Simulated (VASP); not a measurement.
SiO2 (rutile) is relaxed at rising pressure, each step from the one before. Symmetry mostly holds the structure type, and other phases were not tried. The mesh follows the cell, and a change of mesh leaves a small step in the series.

Data:

```xyz
6
Lattice="4.1546 0.0000 0.0000 0.0000 4.1546 0.0000 0.0000 0.0000 2.6650" Properties=species:S:1:pos:R:3 pbc="T T T"
Si     0.0000     0.0000     0.0000
Si     2.0773     2.0773     1.3325
O      1.2690     1.2690     0.0000
O      3.3463     0.8084     1.3325
O      0.8084     3.3463     1.3325
O      2.8857     2.8857     0.0000
```

Method: LDA (Ceperley-Alder, Perdew-Zunger), VASP's LDA PAW potentials (set 64) (plane waves; VASP). Run with 620 eV cut-off, 6×6×8 Γ-centred mesh, Gaussian smearing of 0.050 eV, potentials Si O.

```
P (GPa)  V (Å³/atom)  H − H(0) (eV/atom)  space group  gap on the mesh (eV)  k-mesh
-------  -----------  ------------------  -----------  --------------------  ------
0               7.67               0.000     P4_2/mnm                  5.79   6×6×8
5               7.55               0.238     P4_2/mnm                  6.04   6×6×8
10              7.44               0.472     P4_2/mnm                  6.28   6×6×8
20                 ?                   ?     P4_2/mnm                  6.50   6×6×8
30              7.08               1.380     P4_2/mnm                  6.55   6×6×8
45                 ?                   ?     P4_2/mnm                  6.59   6×6×9
```

### Question
Complete the blanks.

### Answer

- 20, V (Å³/atom): 7.25
- 20, H − H(0) (eV/atom): 0.932
- 45, V (Å³/atom): 6.86
- 45, H − H(0) (eV/atom): 2.033

Pressures at which the relaxation failed are left out.

The compound is SiO2 in the rutile structure, stishovite, a high-pressure form.
